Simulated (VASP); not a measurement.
Level of theory: LDA (Ceperley-Alder, Perdew-Zunger), VASP's LDA PAW potentials (set 64) (plane waves; VASP).

VASP ran on this input.

### KPOINTS
```
K-points
0
gamma
  6 6 6
0.5 0.5 0.5
```

### INCAR
```
SYSTEM = Sc
PREC = Accurate
ENCUT = 180
EDIFF = 1E-6
NELM = 100
ALGO = Normal
LREAL = .FALSE.
LASPH = .TRUE.
ISMEAR = 0
SIGMA = 0.2
LMAXMIX = 4
LWAVE = .FALSE.
LCHARG = .FALSE.
ISIF = 2
```

POSCAR:
```
Sc
1
    3.2744420000     0.0000000000     0.0000000000
   -1.6372210000     2.8357490000     0.0000000000
    0.0000000000     0.0000000000    10.5355380000
Sc
4
Direct
  0.0000000000   0.0000000000   0.0000000000
  0.0000000000   0.0000000000   0.5000000000
  0.3333330000   0.6666670000   0.2500000000
  0.6666670000   0.3333330000   0.7500000000
```

POTCAR, in this order: Sc_sv (LDA.64 set). Program: vasp_std.

Question: What will the output report for the number of irreducible k-points (NKPTS), largest plane-wave count, number of space-group operations, FFT grid (NGX, NGY, NGZ)?

Answer: 
```yaml
number of irreducible k-points (NKPTS): 36
largest_plane_wave_count: 552
number_of_space_group_operations: 24
FFT grid (NGX, NGY, NGZ): 14 × 14 × 48
```

The structure was generated: Sc was put into an ordered model structure, which need not be its known phase. The cell was not relaxed at this level. The k-mesh is coarse (spacing up to 0.37 per Å, 2π included), so the numbers may not be converged in it. The run is one of a series of settings (ENCUT = 180, KPOINTS 6×6×6 Γ-centred mesh shifted by (0.5, 0.5, 0.5) against the base run), some of them coarse on purpose.
